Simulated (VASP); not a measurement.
Write the native input for VASP 6.6.1 that does the following.

```
Task                   : relaxation of cell and atoms
Functional             : PBE
Potentials or basis    : VASP PAW PBE potentials, release 64 (Fe, Si)
Cutoff                 : 600 eV
k mesh                 : 8 × 8 × 8
Occupations            : gaussian, width 0.03 eV
Spin                   : no spin polarisation
Further INCAR settings : ALGO = Normal; EDIFF = 1e-06; IBRION = 2; EDIFFG = -0.01; NSW = 90; ISIF = 3
```

The structure of FeSi lies in POSCAR:

```
FeSi
1.0
    4.5507000000      0.0000000000      0.0000000000
    0.0000000000      4.5507000000      0.0000000000
    0.0000000000      0.0000000000      4.5507000000
Fe Si
4 4
Direct
    0.1365200000      0.1365200000      0.1365200000
    0.3634800000      0.8634800000      0.6365200000
    0.6365200000      0.3634800000      0.8634800000
    0.8634800000      0.6365200000      0.3634800000
    0.8424000000      0.8424000000      0.8424000000
    0.6576000000      0.1576000000      0.3424000000
    0.3424000000      0.6576000000      0.1576000000
    0.1576000000      0.3424000000      0.6576000000
```

One way to write it, as run:

INCAR

```
SYSTEM = FeSi
  ALGO = Normal
  EDIFF = 1E-6
  EDIFFG = -0.01
  ENCUT = 600
  GGA = PE
  IBRION = 2
  ISIF = 3
  ISMEAR = 0
  KPAR = 2
  LASPH = .True.
  LCHARG = .False.
  LREAL = .False.
  LWAVE = .False.
  NELM = 80
  NSW = 90
  PREC = Accurate
  SIGMA = 0.03
```

KPOINTS

```
k-points
0
Gamma
  8 8 8
  0 0 0
```

Potentials or basis: VASP PAW PBE potentials, release 64 (Fe, Si).

Launch:

```console
$ cat potpaw_PBE.64/Fe/POTCAR potpaw_PBE.64/Si/POTCAR > POTCAR
$ mpirun -np 2 vasp_std > vasp.out
```

Results of the run:

```json
{
 "Relaxed volume": "11.00 Å³/atom",
 "Relaxed cell": "a = 4.448 Å, b = 4.448 Å, c = 4.448 Å, α = 90.00°, β = 90.00°, γ = 90.00°",
 "Space group after relaxing (to 0.05 Å)": "P2_13 (No. 198)",
 "Energy gained by relaxing": "36.5 meV/atom",
 "Ionic steps": "6",
 "Pressure after relaxing": "0.0 GPa",
 "Largest force after relaxing": "0.004 eV/Å",
 "Band gap on the k mesh": "0.16 eV, indirect (least direct gap 0.17 eV)"
}
```

Run time: 2.2 min on 2 MPI ranks on Intel(R) Xeon(R) 6975P-C (Granite Rapids) (shared host), peak memory 0.28 GiB a rank.
